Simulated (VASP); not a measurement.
Runs of VASP 6.6.1 on ZrB. The structure is cubic, space group Pm-3m (No. 221). Conventional cell: a = 3.029 Å, b = 3.029 Å, c = 3.029 Å, α = 90.00°, β = 90.00°, γ = 90.00°. Zr (site symmetry m-3m) has 8 B at 2.62 Å as nearest neighbours. B (site symmetry m-3m) is surrounded by 8 Zr at 2.62 Å. The cell was built by a generator and needn't be a form met in nature.

| task | cell | k mesh | cutoff (eV) | gap on the mesh (eV) | pressure (GPa) |
| --- | --- | --- | --- | --- | --- |
| single point | Pm-3m, 13.89 Å³/atom | 6 × 6 × 6 | 520 | none | 0.1 |
| single point | Pm-3m, 12.75 Å³/atom | 6 × 6 × 6 | 520 | none | 15.4 |
| single point | Pm-3m, 13.87 Å³/atom | 18 × 18 × 18 | 520 | none | (a) |
| relaxation of cell and atoms | relaxed | 6 × 6 × 6 | 600 | none | -0.1 |

Alike in all rows: level r2SCAN; potentials or basis VASP PAW PBE potentials, release 64 (Zr_sv, B); no spin polarisation; smearing gaussian 0.1 eV.

Question: Fill in the values left out.

Answer: (a) 0.0.

Caveats: the PAW data sets were made with another functional, which shifts forces and pressure a little (some runs); so large a pressure means that the cell lies far from this level's equilibrium, or that cutoff or potentials fall short (some runs); the potentials were made for another functional, which shifts forces and pressure (some runs).

A k mesh can miss the band edges, and the runs leave out spin-orbit coupling on Zr.

A gap of «none» marks a metal or a gap under the smearing width.
